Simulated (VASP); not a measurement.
Computed with PBEsol GGA, VASP's PBE PAW potentials (set 64) (plane waves; VASP).

VASP ran on this input.

INCAR:
```
# general
SYSTEM  = MnF2
PREC    = Accurate
ENCUT   = 620   # plane-wave cut-off (eV)
LREAL   = F
LASPH   = T   # aspherical one-centre terms

# electronic loop
EDIFF   = 1E-6
NELM    = 100   # most electronic steps
ALGO    = Normal   # blocked Davidson
LMAXMIX = 4   # l cut-off of mixed one-centre charges

# smearing
ISMEAR  = 0
SIGMA   = 0.05   # width (eV)

# functional
GGA     = PS   # PBEsol

# spin
ISPIN   = 2   # spin-polarised
MAGMOM  = 4.5 -4.5 -0.0 0.0 0.0 -0.0

# ions
IBRION  = 2
NSW     = 40   # most ionic steps
ISIF    = 3   # ions, shape and volume
EDIFFG  = -0.02   # ionic stop
PSTRESS = 50   # kbar

# output
LWAVE   = F
LCHARG  = F
LORBIT  = 10
```

File KPOINTS:
```
Automatic mesh
0
Gamma
5 5 7
0 0 0
```

### POSCAR
```
MnF2
1
    4.8456350247     0.0000000000     0.0000000000
    0.0000000000     4.8456350247     0.0000000000
    0.0000000000     0.0000000000     3.2805016993
Mn F
2 4
Direct
  0.0000000000   0.0000000000   0.0000000000
  0.5000000000   0.5000000000   0.5000000000
  0.3035984944   0.3035984944   0.0000000000
  0.8035984944   0.1964015056   0.5000000000
  0.1964015056   0.8035984944   0.5000000000
  0.6964015056   0.6964015056   0.0000000000
```

POTCAR, in this order: Mn_pv F (PBE.64 set). Program: vasp_std.

Output

File OSZICAR:
```
       N       E                     dE             d eps       ncg     rms          rms(c)
DAV:   1     0.759377886248E+03    0.75938E+03   -0.34279E+04  3112   0.217E+03
DAV:   2     0.409368123714E+02   -0.71844E+03   -0.69548E+03  3352   0.590E+02
DAV:   3    -0.413009960386E+02   -0.82238E+02   -0.80689E+02  3632   0.197E+02
DAV:   4    -0.438858788049E+02   -0.25849E+01   -0.25482E+01  3608   0.341E+01
DAV:   5    -0.439273252600E+02   -0.41446E-01   -0.41431E-01  3376   0.500E+00    0.205E+01
DAV:   6    -0.406482446752E+02    0.32791E+01   -0.23148E+01  3688   0.367E+01    0.154E+01
DAV:   7    -0.407557688025E+02   -0.10752E+00   -0.17212E+00  3224   0.102E+01    0.104E+01
DAV:   8    -0.406006521365E+02    0.15512E+00   -0.48554E-01  3200   0.634E+00    0.333E+00
DAV:   9    -0.407629369899E+02   -0.16228E+00   -0.11906E-01  3800   0.377E+00    0.878E-01
DAV:  10    -0.407687527600E+02   -0.58158E-02   -0.19861E-02  3184   0.936E-01    0.168E-01
DAV:  11    -0.407689776417E+02   -0.22488E-03   -0.71036E-04  3632   0.234E-01    0.651E-02
DAV:  12    -0.407691223652E+02   -0.14472E-03   -0.66264E-05  3352   0.667E-02    0.423E-02
DAV:  13    -0.407691636742E+02   -0.41309E-04   -0.41411E-05  3432   0.424E-02    0.168E-02
DAV:  14    -0.407691698113E+02   -0.61371E-05   -0.10735E-05  3576   0.250E-02    0.534E-03
DAV:  15    -0.407691699292E+02   -0.11791E-06   -0.53126E-07  1920   0.566E-03
   1 F= -.38365355E+02 E0= -.38365355E+02  d E =-.383654E+02  mag=    -0.0000
       N       E                     dE             d eps       ncg     rms          rms(c)
DAV:   1    -0.429454026036E+02   -0.21762E+01   -0.49269E+01  3472   0.657E+01    0.132E+01
DAV:   2    -0.407126570903E+02    0.22327E+01   -0.83796E+00  3392   0.219E+01    0.761E+00
DAV:   3    -0.407188226256E+02   -0.61655E-02   -0.71049E-01  3688   0.731E+00    0.281E+00
DAV:   4    -0.406943160979E+02    0.24507E-01   -0.26107E-02  3688   0.123E+00    0.166E+00
DAV:   5    -0.406832854522E+02    0.11031E-01   -0.11850E-02  3408   0.922E-01    0.453E-01
DAV:   6    -0.406843878750E+02   -0.11024E-02   -0.16527E-03  3408   0.336E-01    0.558E-02
DAV:   7    -0.406844278333E+02   -0.39958E-04   -0.10961E-04  3552   0.943E-02    0.316E-02
DAV:   8    -0.406844406833E+02   -0.12850E-04   -0.11032E-05  3320   0.266E-02    0.136E-02
DAV:   9    -0.406844424225E+02   -0.17392E-05   -0.11942E-06  2296   0.106E-02    0.444E-03
DAV:  10    -0.406844425345E+02   -0.11202E-06   -0.10340E-06  1824   0.727E-03
   2 F= -.38417117E+02 E0= -.38417117E+02  d E =-.517620E-01  mag=     0.0000
       N       E                     dE             d eps       ncg     rms          rms(c)
DAV:   1    -0.408174749234E+02   -0.13303E+00   -0.22635E+00  3448   0.145E+01    0.281E+00
DAV:   2    -0.407205327620E+02    0.96942E-01   -0.33185E-01  3416   0.440E+00    0.176E+00
DAV:   3    -0.407191587315E+02    0.13740E-02   -0.26193E-02  3608   0.147E+00    0.639E-01
DAV:   4    -0.407178120403E+02    0.13467E-02   -0.19035E-03  3808   0.335E-01    0.406E-01
DAV:   5    -0.407172985523E+02    0.51349E-03   -0.64192E-04  3216   0.225E-01    0.121E-01
DAV:   6    -0.407173294655E+02   -0.30913E-04   -0.10661E-04  3624   0.104E-01    0.118E-02
DAV:   7    -0.407173309080E+02   -0.14425E-05   -0.69409E-06  2976   0.202E-02    0.621E-03
DAV:   8    -0.407173313544E+02   -0.44634E-06   -0.69593E-07  2024   0.778E-03
   3 F= -.38421527E+02 E0= -.38421527E+02  d E =-.561722E-01  mag=     0.0000
       N       E                     dE             d eps       ncg     rms          rms(c)
DAV:   1    -0.407187352491E+02   -0.14043E-02   -0.56575E-01  3072   0.562E+00    0.483E-01
DAV:   2    -0.407178283965E+02    0.90685E-03   -0.16677E-02  3600   0.998E-01    0.291E-01
DAV:   3    -0.407172174127E+02    0.61098E-03   -0.80694E-04  3680   0.243E-01    0.153E-01
DAV:   4    -0.407170212576E+02    0.19616E-03   -0.29193E-04  3624   0.129E-01    0.519E-02
DAV:   5    -0.407170149781E+02    0.62795E-05   -0.53891E-05  3568   0.568E-02    0.252E-02
DAV:   6    -0.407170147313E+02    0.24677E-06   -0.33309E-06  2928   0.146E-02
   4 F= -.38423023E+02 E0= -.38423023E+02  d E =-.149579E-02  mag=    -0.0000
       N       E                     dE             d eps       ncg     rms          rms(c)
DAV:   1    -0.407175386179E+02   -0.52364E-03   -0.65811E-01  3072   0.607E+00    0.520E-01
DAV:   2    -0.407164976830E+02    0.10409E-02   -0.19452E-02  3624   0.108E+00    0.312E-01
DAV:   3    -0.407157847711E+02    0.71291E-03   -0.94171E-04  3680   0.263E-01    0.165E-01
DAV:   4    -0.407155589262E+02    0.22584E-03   -0.33763E-04  3664   0.138E-01    0.564E-02
DAV:   5    -0.407155517603E+02    0.71659E-05   -0.62120E-05  3504   0.610E-02    0.271E-02
DAV:   6    -0.407155515590E+02    0.20127E-06   -0.39305E-06  3000   0.158E-02
   5 F= -.38423531E+02 E0= -.38423531E+02  d E =-.200444E-02  mag=    -0.0000
```

File OUTCAR:
```
------------------------ aborting loop because EDIFF is reached ----------------------------------------
  FORCE on cell =-STRESS in cart. coord.  units (eV):
  Direction    XX          YY          ZZ          XY          YZ          ZX
  --------------------------------------------------------------------------------------
  Total        2.3033602      2.3033602      2.3307223      0.0000000      0.0000000      0.0000000
  in kB       50.2473795     50.2473795     50.8442780      0.0000000      0.0000000      0.0000000
  external PRESSURE =       0.4463457 kB  Pullay stress =      50.0000000 kB
  volume of cell :       73.44
      direct lattice vectors                 reciprocal lattice vectors
     4.759246443  0.000000000  0.000000000     0.210117297 -0.000000000  0.000000000
     0.000000000  4.759246443  0.000000000    -0.000000000  0.210117297  0.000000000
     0.000000000  0.000000000  3.242519793     0.000000000  0.000000000  0.308402127
 POSITION                                       TOTAL-FORCE (eV/Angst)
 -----------------------------------------------------------------------------------
      0.00000      0.00000      0.00000         0.000000      0.000000     -0.000000
      2.37962      2.37962      1.62126        -0.000000      0.000000     -0.000000
      1.43923      1.43923      0.00000         0.006208      0.006208     -0.000000
      3.81886      0.94039      1.62126         0.006208     -0.006208     -0.000000
      0.94039      3.81886      1.62126        -0.006208      0.006208     -0.000000
      3.32001      3.32001      0.00000        -0.006208     -0.006208      0.000000
 -----------------------------------------------------------------------------------
    total drift:                                0.000000     -0.000000     -0.000000
  FREE ENERGIE OF THE ION-ELECTRON SYSTEM (eV)
  ---------------------------------------------------
  free  energy   TOTEN  =       -40.7155515590 eV

  energy  without entropy=      -40.7155515590  energy(sigma->0) =      -40.71555156
  enthalpy is  TOTEN    =       -38.4235313330 eV   P V=        2.2920202261

 total charge

# of ion       s       p       d       tot
------------------------------------------
    1        0.179   6.172   4.995  11.346
    2        0.179   6.172   4.995  11.346
    3        1.729   4.365   0.000   6.094
    4        1.729   4.365   0.000   6.094
    5        1.729   4.365   0.000   6.094
    6        1.729   4.365   0.000   6.094
--------------------------------------------------
tot          7.273  29.806   9.990  47.069

 magnetization (x)

# of ion       s       p       d       tot
------------------------------------------
    1        0.017   0.017   4.461   4.495
    2       -0.017  -0.017  -4.461  -4.495
    3       -0.003  -0.024   0.000  -0.027
    4        0.003   0.024   0.000   0.027
    5        0.003   0.024   0.000   0.027
    6       -0.003  -0.024   0.000  -0.027
--------------------------------------------------
tot          0.000   0.000   0.000   0.000

 reached required accuracy - stopping structural energy minimisation
```
(Selected blocks of OUTCAR.)

CONTCAR:
```
MnF2
   1.00000000000000
     4.7592464432272852    0.0000000000000000    0.0000000000000000
     0.0000000000000000    4.7592464432272852    0.0000000000000000
     0.0000000000000000    0.0000000000000000    3.2425197931672791
  Mn              F
     2     4
Direct
     0.0000000000000000    0.0000000000000000    0.0000000000000000
     0.5000000000000000    0.5000000000000000    0.5000000000000000
     0.3024080759645742    0.3024080759645742    0.0000000000000000
     0.8024080759645742    0.1975919240354258    0.5000000000000000
     0.1975919240354258    0.8024080759645742    0.5000000000000000
     0.6975919240354258    0.6975919240354258    0.0000000000000000
```

**OUTCAR**
```
 val. band max:        3.5556668088   @ k =   0.4000   0.2000   0.4286

 cond. band min:       5.5250389122   @ k =   0.0000   0.0000   0.0000


 Fermi energy:         3.8651234761

 spin component 1

 k-point     1 :       0.0000    0.0000    0.0000
  band No.  band energies     occupation
      1     -45.9100      1.00000
      2     -45.8365      1.00000
      3     -45.8313      1.00000
      4     -41.0841      1.00000
      5     -41.0193      1.00000
      6     -41.0144      1.00000
      7     -21.0329      1.00000
      8     -20.4094      1.00000
      9     -20.3808      1.00000
     10     -20.3214      1.00000
     11      -4.6891      1.00000
     12      -3.6480      1.00000
     13      -3.2429      1.00000
     14      -2.9877      1.00000
     15      -2.5567      1.00000
     16      -2.5288      1.00000
     17      -2.4944      1.00000
     18      -2.4829      1.00000
     19      -1.4867      1.00000
     20      -1.1085      1.00000
     21      -1.0934      1.00000
     22      -0.7754      1.00000
     23       1.6684      1.00000
     24       1.9721      1.00000
     25       2.1561      1.00000
     26       3.1500      1.00000
     27       3.4031      1.00000
     28       5.5250      0.00000
     29       5.8528      0.00000
     30       6.4097      0.00000
     31       6.4278      0.00000
     32       7.4719      0.00000

 k-point     2 :       0.2000    0.0000    0.0000
  band No.  band energies     occupation
      1     -45.9100      1.00000
      2     -45.8366      1.00000
      3     -45.8312      1.00000
      4     -41.0841      1.00000
      5     -41.0193      1.00000
      6     -41.0144      1.00000
      7     -20.9774      1.00000
      8     -20.4783      1.00000
      9     -20.3689      1.00000
     10     -20.3260      1.00000
     11      -4.5269      1.00000
     12      -3.6405      1.00000
     13      -3.1388      1.00000
     14      -2.9990      1.00000
...
```

Energy and stress use the plane-wave basis of the starting cell.

The compound is MnF2 in the rutile structure. This run relaxes it under an external pressure of 5 GPa. Symmetry was kept, so distortions that lower it aren't found.
